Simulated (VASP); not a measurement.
Computed with PBE GGA, VASP's PBE PAW potentials (set 64) (plane waves; VASP 6.6.1).

The input files of a VASP run:

KPOINTS:
```
Automatic mesh
0
Gamma
9 9 9
0 0 0
```

### INCAR
```
SYSTEM=NaF
PREC=Accurate; ENCUT=520; LREAL=.FALSE.
LASPH=.TRUE.
EDIFF=1E-6; NELM=100; ALGO=Normal
ISMEAR=0; SIGMA=0.05
GGA=PE
ISIF=2
LWAVE=.FALSE.; LCHARG=.FALSE.
```

**POSCAR**
```
NaF
1
    0.0000000000     2.3613000000     2.3613000000
    2.3613000000     0.0000000000     2.3613000000
    2.3613000000     2.3613000000     0.0000000000
Na F
1 1
Direct
  0.0000000000   0.0000000000   0.0000000000
  0.5000000000   0.5000000000   0.5000000000
```

POTCAR, in this order: Na_pv F (PBE.64 set). Program: vasp_std.

The run wrote:

**OSZICAR**
```
       N       E                     dE             d eps       ncg     rms          rms(c)
DAV:   1     0.110114440741E+03    0.11011E+03   -0.81430E+03   791   0.149E+03
DAV:   2    -0.298421394908E+01   -0.11310E+03   -0.10309E+03   826   0.370E+02
DAV:   3    -0.940819913437E+01   -0.64240E+01   -0.64042E+01   902   0.870E+01
DAV:   4    -0.947570639263E+01   -0.67507E-01   -0.67497E-01   845   0.982E+00
DAV:   5    -0.947645504403E+01   -0.74865E-03   -0.74863E-03   890   0.108E+00    0.543E+00
DAV:   6    -0.857874423352E+01    0.89771E+00   -0.39750E+00   909   0.184E+01    0.189E+00
DAV:   7    -0.856685947956E+01    0.11885E-01   -0.31244E-02   779   0.261E+00    0.105E+00
DAV:   8    -0.856816828082E+01   -0.13088E-02   -0.30647E-02   773   0.465E+00    0.125E-01
DAV:   9    -0.856912344997E+01   -0.95517E-03   -0.43099E-03   866   0.692E-01    0.955E-02
DAV:  10    -0.856902659614E+01    0.96854E-04   -0.59086E-04   812   0.312E-01    0.832E-03
DAV:  11    -0.856902515338E+01    0.14428E-05   -0.17006E-05   875   0.103E-01    0.351E-03
DAV:  12    -0.856902536110E+01   -0.20771E-06   -0.15211E-06   800   0.290E-02
   1 F= -.85690254E+01 E0= -.85690254E+01  d E =-.105539E-10
```

### OUTCAR
```
------------------------ aborting loop because EDIFF is reached ----------------------------------------
  FORCE on cell =-STRESS in cart. coord.  units (eV):
  Direction    XX          YY          ZZ          XY          YZ          ZX
  --------------------------------------------------------------------------------------
  Total       -0.1232628     -0.1232628     -0.1232628      0.0000000      0.0000000      0.0000000
  in kB       -7.4999627     -7.4999627     -7.4999627      0.0000000      0.0000000      0.0000000
  external PRESSURE =      -7.4999627 kB  Pullay stress =       0.0000000 kB
  volume of cell :       26.33
      direct lattice vectors                 reciprocal lattice vectors
     0.000000000  2.361300000  2.361300000    -0.211747766  0.211747766  0.211747766
     2.361300000  0.000000000  2.361300000     0.211747766 -0.211747766  0.211747766
     2.361300000  2.361300000  0.000000000     0.211747766  0.211747766 -0.211747766
  FREE ENERGIE OF THE ION-ELECTRON SYSTEM (eV)
  ---------------------------------------------------
  free  energy   TOTEN  =        -8.5690253611 eV

  energy  without entropy=       -8.5690253611  energy(sigma->0) =       -8.56902536
```
(Selected blocks of OUTCAR.)

The compound is NaF in the rock salt structure. The cell was not relaxed at this level.
